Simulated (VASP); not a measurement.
# Sb2TeO5 (Cmcm) in VASP: relaxation of cell and atoms with PBE

Aim: the relaxation of cell and atoms of Sb2TeO5 with PBE.

All numbers are computed with VASP 6.6.1; they aren't measurements. Logs are shortened: lines on timing, memory, paths and dates and some standing lists are left out, and cuts for length are marked.

**1. The crystal as given**

The structure is orthorhombic, space group Cmcm (No. 63). The conventional cell has a = 4.246 Å, b = 12.634 Å, c = 11.204 Å, α = 90.00°, β = 90.00°, γ = 90.00°. Sb (site symmetry m) has 4 O at 2.07 to 2.24 Å as nearest neighbours. Around Te (site symmetry m2m) lie 4 O at 1.96 to 2.15 Å. O (site symmetry m) is surrounded by 1 Te at 1.96 Å and 1 Sb at 2.10 Å. O (site symmetry m) has 3 Sb at 2.07 to 2.24 Å as nearest neighbours. Around O (site symmetry m2m) lie 2 Te at 2.15 Å.

The cell was built by a generator and needn't be a form met in nature.

**2. Relaxation of cell and atoms, PBE**

The input, INCAR:

```
  PREC = Accurate
  ENCUT = 520
  EDIFF = 1E-6
  ISMEAR = 0
  SIGMA = 0.03
  LREAL = False
  LASPH = True
  NELM = 120
  ALGO = Normal
  ISIF = 3
  LWAVE = False
  LCHARG = False
  GGA = PE
  IBRION = 2
  NSW = 90
  EDIFFG = -0.01
  KPAR = 8
```

The input, KPOINTS:

```
Automatic mesh
0
Gamma
  6 6 4
```

The input, POSCAR:

```
Sb2TeO5
1.0
    2.1230000000     -6.3170000000      0.0000000000
    2.1230000000      6.3170000000      0.0000000000
    0.0000000000      0.0000000000     11.2040000000
Sb Te O
4 2 10
Direct
    0.8489789500      0.1510210500      0.4475187400
    0.8489789500      0.1510210500      0.0524812600
    0.1510210500      0.8489789500      0.9475187400
    0.1510210500      0.8489789500      0.5524812600
    0.1868766800      0.8131233200      0.2500000000
    0.8131233200      0.1868766800      0.7500000000
    0.0846129500      0.9153870500      0.3810246300
    0.2970555600      0.7029444400      0.4693859300
    0.0846129500      0.9153870500      0.1189753700
    0.2970555600      0.7029444400      0.0306140700
    0.7157669800      0.2842330200      0.2500000000
    0.9153870500      0.0846129500      0.8810246300
    0.7029444400      0.2970555600      0.9693859300
    0.9153870500      0.0846129500      0.6189753700
    0.7029444400      0.2970555600      0.5306140700
    0.2842330200      0.7157669800      0.7500000000
```

Potentials or basis: VASP PAW PBE potentials, release 64 (Sb, Te, O).

Command:

```sh
$ cat potpaw_PBE.64/Sb/POTCAR potpaw_PBE.64/Te/POTCAR potpaw_PBE.64/O/POTCAR > POTCAR
$ mpirun -np 8 vasp_std > vasp.out
```

OUTCAR:

```text
PREC = Accurate
   ENCUT = 520
   EDIFF = 1E-6
   ISMEAR = 0
   LREAL = False
   LASPH = True
   NELM = 120
   ISIF = 3
   GGA = PE
   IBRION = 2
   NSW = 90
   EDIFFG = -0.01

 ion  position               nearest neighbor table
   1  0.849  0.151  0.448-  15 2.07  14 2.10   8 2.24   8 2.24  11 2.78   6 3.42   4 3.48   4 3.48
                             5 3.69   5 3.69
   2  0.849  0.151  0.052-  13 2.07  12 2.10  10 2.24  10 2.24  11 2.78   6 3.42   3 3.48   3 3.48
                             5 3.69   5 3.69
   3  0.151  0.849  0.948-  10 2.07   9 2.10  13 2.24  13 2.24  16 2.78   5 3.42   2 3.48   2 3.48
                             6 3.69   6 3.69
   4  0.151  0.849  0.552-   8 2.07   7 2.10  15 2.24  15 2.24  16 2.78   5 3.42   1 3.48   1 3.48
                             6 3.69   6 3.69
   5  0.187  0.813  0.250-   7 1.96   9 1.96  11 2.15  11 2.15  10 2.82   8 2.82   4 3.42   3 3.42
                             1 3.69   1 3.69   2 3.69   2 3.69
   6  0.813  0.187  0.750-  12 1.96  14 1.96  16 2.15  16 2.15  15 2.82  13 2.82   2 3.42   1 3.42
                             3 3.69   3 3.69   4 3.69   4 3.69
   7  0.085  0.915  0.381-   5 1.96   4 2.10
   8  0.297  0.703  0.469-   4 2.07   1 2.24   1 2.24   5 2.82
   9  0.085  0.915  0.119-   5 1.96   3 2.10
  10  0.297  0.703  0.031-   3 2.07   2 2.24   2 2.24   5 2.82
  11  0.716  0.284  0.250-   5 2.15   5 2.15   2 2.78   1 2.78
  12  0.915  0.085  0.881-   6 1.96   2 2.10
  13  0.703  0.297  0.969-   2 2.07   3 2.24   3 2.24   6 2.82
  14  0.915  0.085  0.619-   6 1.96   1 2.10
  15  0.703  0.297  0.531-   1 2.07   4 2.24   4 2.24   6 2.82
  16  0.284  0.716  0.750-   6 2.15   6 2.15   4 2.78   3 2.78

  LATTYP: Found a base centered orthorhombic cell.
 ALAT       =     4.2460000000
 B/A-ratio  =     2.9755063589
 C/A-ratio  =     2.6387187942

  Lattice vectors:

 A1 = (   2.1230000000,  -6.3170000000,   0.0000000000)
 A2 = (   2.1230000000,   6.3170000000,   0.0000000000)
 A3 = (   0.0000000000,   0.0000000000,  11.2040000000)

Analysis of symmetry for initial positions (statically):
=====================================================================
 Subroutine PRICEL returns:
 Original cell was already a primitive cell.

 Routine SETGRP: Setting up the symmetry group for a
 base centered orthorhombic supercell.

 Subroutine GETGRP returns: Found  8 space group operations
 (whereof  4 operations were pure point group operations)
 out of a pool of  8 trial point group operations.

The static configuration has the point symmetry C_2h.
 The point group associated with its full space group is D_2h.

Analysis of symmetry for dynamics (positions and initial velocities):
=====================================================================
 Subroutine PRICEL returns:
 Original cell was already a primitive cell.

 Routine SETGRP: Setting up the symmetry group for a
 base centered orthorhombic supercell.

 Subroutine GETGRP returns: Found  8 space group operations
 (whereof  4 operations were pure point group operations)
 out of a pool of  8 trial point group operations.

The dynamic configuration has the point symmetry C_2h.
 The point group associated with its full space group is D_2h.

 Subroutine INISYM returns: Found  8 space group operations
 (whereof  4 operations are pure point group operations),
 and found     1 'primitive' translations

----------------------------------------------------------------------------------------

                                     Primitive cell

  volume of cell :     300.5135

  direct lattice vectors                    reciprocal lattice vectors
     2.123000000 -6.317000000  0.000000000     0.235515780 -0.079151496  0.000000000
     2.123000000  6.317000000  0.000000000     0.235515780  0.079151496  0.000000000
     0.000000000  0.000000000 11.204000000     0.000000000  0.000000000  0.089253838

  length of vectors
     6.664204229  6.664204229 11.204000000     0.248460544  0.248460544  0.089253838

  position of ions in fractional coordinates (direct lattice)
     0.848978950  0.151021050  0.447518740
     0.848978950  0.151021050  0.052481260
     0.151021050  0.848978950  0.947518740
     0.151021050  0.848978950  0.552481260
     0.186876680  0.813123320  0.250000000
     0.813123320  0.186876680  0.750000000
[... 8 lines left out ...]
     0.702944440  0.297055560  0.530614070
     0.284233020  0.715766980  0.750000000
[... 37 lines left out ...]

  Shift w.r.t. Gamma in fractional coordinates (k-lattice)
     0.000000000  0.000000000  0.000000000

 Subroutine IBZKPT returns following result:
 ===========================================

 Found     39 irreducible k-points:

 Following reciprocal coordinates:
            Coordinates               Weight
  0.000000  0.000000  0.000000      1.000000
  0.166667  0.000000  0.000000      4.000000
  0.333333 -0.000000  0.000000      4.000000
  0.500000  0.000000  0.000000      2.000000
  0.166667  0.166667  0.000000      2.000000
  0.333333  0.166667  0.000000      4.000000
[... 16 lines left out ...]
  0.333333  0.333333  0.250000      4.000000
  0.500000  0.333333  0.250000      8.000000
 [... further k-points ...]
   k-points           NKPTS =     39   k-points in BZ     NKDIM =     39   number of bands    NBANDS=     55
   number of dos      NEDOS =    301   number of ions     NIONS =     16
   total plane-waves  NPLWV = 210000
   dimension x,y,z NGX =    50 NGY =   50 NGZ =   84
   dimension x,y,z NGXF=   100 NGYF=  100 NGZF=  168
   ions per type =               4   2  10
   NGX,Y,Z   is equivalent  to a cutoff of  12.47, 12.47, 12.46 a.u.
   NGXF,Y,Z  is equivalent  to a cutoff of  24.95, 24.95, 24.93 a.u.
 SYSTEM =  unknown system
   PREC   = accura    normal or accurate (medium, high low for compatibility)
   ISTART =      0    job   : 0-new  1-cont  2-samecut
   ICHARG =      2    charge: 1-file 2-atom 10-const
   ISPIN  =      1    spin polarized calculation?
   LNONCOLLINEAR =      F non collinear calculations
   LSORBIT =      F    spin-orbit coupling
   LASPH  =      T    aspherical Exc in radial PAW
   ENCUT  =  520.0 eV  38.22 Ry    6.18 a.u.  12.39 12.39 20.83*2*pi/ulx,y,z
   NELM   =    120;   NELMIN=  2; NELMDL= -5     # of ELM steps
   EDIFF  = 0.1E-05   stopping-criterion for ELM
   LREAL  =      F    real-space projection
   EDIFFG = -.1E-01   stopping-criterion for IOM
   NSW    =     90    number of steps for IOM
   IBRION =      2    ionic relax: 0-MD 1-quasi-New 2-CG
   NFREE  =      1    steps in history (QN), initial steepest desc. (CG)
   ISIF   =      3    stress and relaxation
   ISYM   =      2    0-nonsym 1-usesym 2-fastsym
   POTIM  = 0.5000    time-step for ionic-motion
   TEBEG  =    0.0;   TEEND  =   0.0 temperature during run
   PSTRESS=    0.0 pullay stress
   NELECT =      92.0000    total number of electrons
   NUPDOWN=      -1.0000    fix difference up-down
   EMIN   =  10.00;   EMAX   =-10.00  energy-range for DOS
   EFERMI =   0.00;   METHOD = LEGACY
   ISMEAR =     0;   SIGMA  =   0.03  broadening in eV -4-tet -1-fermi 0-gaus
   EFERMI_NEDOS =   21; number of points for ismear=-14 and -15
   IALGO  =     38    algorithm
   IMIX   =      4    mixing-type and parameters
     AMIX     =   0.40;   BMIX     =  1.00
     AMIX_MAG =   1.60;   BMIX_MAG =  1.00
  volume/ion in A,a.u.               =      18.78       126.75
  Fermi-wavevector in a.u.,A,eV,Ry     =   1.103357  2.085043 16.563692  1.217397
  Thomas-Fermi vector in A             =   2.239814
   LORBIT       =      0    0 simple, 1 ext, 2 COOP (PROOUT), +10 PAW based schemes
   GGA     = PE    functional components
   LHFCALC =     F    Hartree Fock is set to
   AEXX    =    0.0000 exact exchange contribution
   IVDW    =     0    specifies the selected vdW correction
   LEPSILON=     F    determine dielectric tensor
   LRPA    =     F    only Hartree local field effects (RPA)
 conjugate gradient relaxation of ions
 non-spin polarized calculation
 Gauss-broadening in eV      SIGMA  =   0.03
  energy-cutoff  :      520.00
  volume of cell :      300.51
 maximum number of plane-waves:      8124
 NGX is ok and might be reduce to    50
   NGX = 25   NGY = 25   NGZ = 41

--------------------------------------- Ionic step        1  -------------------------------------------

 number of electron      91.9999977 magnetization

 Free energy of the ion-electron system (eV)
  ---------------------------------------------------
  ext. energy  EPLUGINS =         0.00000000
  ---------------------------------------------------
  free energy    TOTEN  =       -90.46960357 eV

  energy without entropy =      -90.46960357  energy(sigma->0) =      -90.46960357

------------------------ aborting loop because EDIFF is reached ----------------------------------------

  FORCE on cell =-STRESS in cart. coord.  units (eV):
  Direction    XX          YY          ZZ          XY          YZ          ZX
  --------------------------------------------------------------------------------------
  -------------------------------------------------------------------------------------
  Total       -0.4660336      0.1590569     -2.6082666      0.0000000      0.0000000      0.0000000
  in kB       -2.4846419      0.8480064    -13.9058836      0.0000000      0.0000000      0.0000000
  external PRESSURE =      -5.1808397 kB  Pullay stress =       0.0000000 kB
[... 131 lines left out ...]
  FREE ENERGIE OF THE ION-ELECTRON SYSTEM (eV)
  ---------------------------------------------------
  free  energy   TOTEN  =       -90.5043756812 eV

  energy  without entropy=      -90.5043756812  energy(sigma->0) =      -90.50437568

[... ionic steps 4 to 48 ...]

--------------------------------------- Ionic step       49  -------------------------------------------

 number of electron      92.0000048 magnetization

------------------------ aborting loop because EDIFF is reached ----------------------------------------
[... 95 lines left out ...]
--------------------------------------- Ionic step       51  -------------------------------------------

 number of electron      92.0000047 magnetization

 Free energy of the ion-electron system (eV)
  ---------------------------------------------------
  ext. energy  EPLUGINS =         0.00000000
  ---------------------------------------------------
  free energy    TOTEN  =       -90.67016116 eV

  energy without entropy =      -90.67016116  energy(sigma->0) =      -90.67016116

 E-fermi :   3.3886     XC(G=0):  -8.2834

 val. band max:        3.2355066035   @ k =   0.5000   0.0000   0.5000
 cond. band min:       5.0683033919   @ k =   0.5000   0.0000   0.0000
 fundamental gap:      1.8327967884
 Fermi energy:         3.3886169372

 k-point     1 :       0.0000    0.0000    0.0000
  band No.  band energies     occupation
      1     -17.0279      2.00000
      2     -16.7804      2.00000
      3     -16.4341      2.00000
      4     -15.9236      2.00000
      5     -15.3888      2.00000
      6     -15.1106      2.00000
[... 1381 lines left out ...]
     54       7.5404      0.00000
     55       7.6063      0.00000

 [... further k-points ...]
[... 5 lines left out ...]
  --------------------------------------------------------------------------------------
  -------------------------------------------------------------------------------------
  Total        0.0362297      0.0288878      0.0165134      0.0000000      0.0000000      0.0000000
  in kB        0.1763786      0.1406357      0.0803931      0.0000000      0.0000000      0.0000000
  external PRESSURE =       0.1324692 kB  Pullay stress =       0.0000000 kB
[... 31 lines left out ...]
  FREE ENERGIE OF THE ION-ELECTRON SYSTEM (eV)
  ---------------------------------------------------
  free  energy   TOTEN  =       -90.6701611618 eV

  energy  without entropy=      -90.6701611618  energy(sigma->0) =      -90.67016116

 reached required accuracy - stopping structural energy minimisation
```

It took 1.7 h on 8 MPI ranks of Intel Xeon Platinum 8488C (Sapphire Rapids), shared host; peak memory 0.86 GiB.

Results:

```yaml
Free_energy: -90.6702 eV
Relaxed_volume: 20.57 Å³/atom
Relaxed_cell: a = 6.937 Å, b = 6.937 Å, c = 11.841 Å, α = 90.00°, β = 90.00°, γ = 144.73°
Space_group_after_relaxing_to_0.05_Å: Cmcm (No. 63)
Energy_gained_by_relaxing: 12.5 meV/atom
Ionic_steps: 51
Pressure_after_relaxing: 0.0 GPa
Largest_force_after_relaxing: 0.008 eV/Å
Band_gap_on_the_k_mesh: 1.83 eV, indirect (least direct gap 1.85 eV)
```

Forces in eV/Å, atoms in the order of the input:
```
Sb   0.000  0.006 -0.004
Sb   0.000  0.006  0.004
Sb   0.000 -0.006 -0.004
Sb   0.000 -0.006  0.004
Te   0.000 -0.001  0.000
Te   0.000  0.001  0.000
O    0.000 -0.004  0.008
O    0.000  0.003  0.002
O    0.000 -0.004 -0.008
O    0.000  0.003 -0.002
O    0.000 -0.004  0.000
O    0.000  0.004  0.008
O    0.000 -0.003  0.002
O    0.000  0.004 -0.008
O    0.000 -0.003 -0.002
O    0.000  0.004  0.000
```

The path:
| step | energy change (eV) | largest force (eV/Å) | pressure (GPa) | volume (Å³) |
| --- | --- | --- | --- | --- |
| 1 | 0.0000 | 0.5590 | -0.52 | 300.51 |
| 3 | -0.0348 | 0.2704 | 1.04 | 298.64 |
| 5 | -0.0679 | 0.2449 | 0.17 | 303.12 |
| 7 | -0.0954 | 0.3739 | -0.24 | 309.05 |
| 9 | -0.1280 | 0.1904 | -0.16 | 312.87 |
| 11 | -0.1356 | 0.3162 | -0.04 | 315.73 |
| 13 | -0.1546 | 0.1144 | 0.00 | 318.26 |
| 15 | -0.1569 | 0.0661 | -0.03 | 318.61 |
| 17 | -0.1597 | 0.0788 | 0.00 | 318.88 |
| 19 | -0.1632 | 0.0824 | 0.16 | 319.26 |
| 21 | -0.1669 | 0.0885 | -0.10 | 320.89 |
| 23 | -0.1731 | 0.2001 | 0.02 | 323.89 |
| 25 | -0.1751 | 0.1453 | 0.01 | 323.59 |
| 27 | -0.1851 | 0.1196 | -0.10 | 325.91 |
| 29 | -0.1868 | 0.1098 | -0.15 | 327.27 |
| 31 | -0.1906 | 0.0950 | 0.09 | 327.06 |
| 33 | -0.1925 | 0.0799 | 0.09 | 327.21 |
| 35 | -0.1958 | 0.0583 | -0.04 | 327.71 |
| 37 | -0.1976 | 0.0364 | 0.05 | 327.59 |
| 39 | -0.1989 | 0.0448 | 0.05 | 327.90 |
| 41 | -0.1995 | 0.0361 | 0.02 | 328.34 |
| 43 | -0.2000 | 0.0350 | -0.08 | 329.22 |
| 45 | -0.2003 | 0.0321 | -0.03 | 329.46 |
| 47 | -0.2004 | 0.0182 | -0.03 | 329.34 |
| 49 | -0.2005 | 0.0116 | 0.01 | 329.18 |
| 51 | -0.2006 | 0.0085 | 0.01 | 329.10 |

Final structure:
```xyz
16
Lattice="2.1019 -6.6112 0.0000 2.1019 6.6112 0.0000 0.0000 0.0000 11.8414" Properties=species:S:1:pos:R:3 pbc="T T T"
Sb    2.1019   -4.6043    5.5439
Sb    2.1019   -4.6043    0.3768
Sb    2.1019    4.6043   11.4646
Sb    2.1019    4.6043    6.2975
Te    2.1019    3.9188    2.9604
Te    2.1019   -3.9188    8.8811
O     2.1019    5.2544    4.3726
O     2.1019    2.6642    5.6442
O     2.1019    5.2544    1.5482
O     2.1019    2.6642    0.2765
O     2.1019   -2.9220    2.9604
O     2.1019   -5.2544   10.2933
O     2.1019   -2.6642   11.5649
O     2.1019   -5.2544    7.4689
O     2.1019   -2.6642    6.1972
O     2.1019    2.9220    8.8811
```

Caveat: spin-orbit coupling is left out, which moves the levels of the heavy elements. A k mesh can miss the band edges.
